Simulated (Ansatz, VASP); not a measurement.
**BaBe4Ag: VASP beside Ansatz**

```
CELL_PARAMETERS angstrom
0.00000 3.45762 3.45762
3.45762 0.00000 3.45762
3.45762 3.45762 0.00000
ATOMIC_POSITIONS crystal
Ba 0.00000 0.00000 0.00000
Be 0.37500 0.87500 0.37500
Be 0.37500 0.37500 0.87500
Be 0.37500 0.37500 0.37500
Be 0.87500 0.37500 0.37500
Ag 0.75000 0.75000 0.75000
```

Alike in both runs: task relaxation of cell and atoms; functional PBE; k mesh 4 × 4 × 4; occupations gaussian, width 0.1 eV; no spin polarisation.

|  | VASP | Ansatz |
| --- | --- | --- |
| version | VASP 6.6.1 | Ansatz 0.2.0 |
| potentials or method | VASP PAW PBE potentials, release 64 (Ba_sv, Be, Ag) | scalar-relativistic, plane waves, PAW |
| plane-wave cutoff (eV) | 600 | 420 |
| valence electrons in the cell | 29 | 37 |

Ansatz gave:

* gap on the k mesh at the Fermi level, each at its own relaxed structure (eV): none
* relaxed volume (Å³/atom): 15.96
* relaxed cell length with the largest relative difference (Å): 5.135
* energy change over the relaxation (meV/atom): -94

What did VASP give for the same quantities?

gap on the k mesh at the Fermi level, each at its own relaxed structure (eV): none; relaxed volume (Å³/atom): 16.20; relaxed cell length with the largest relative difference (Å): 5.161; energy change over the relaxation (meV/atom): -108.

A gap of «none» marks a metal or a gap that the smearing closes. The two sets of potentials don't hold the same shells in valence.

Caveats: the k mesh is coarse (spacing up to 0.39 Å⁻¹), so the values aren't converged; the volume moved by over 15 % at a fixed basis, so the end points are rough (VASP). Spin-orbit coupling is left out, which matters for the levels of Ba.
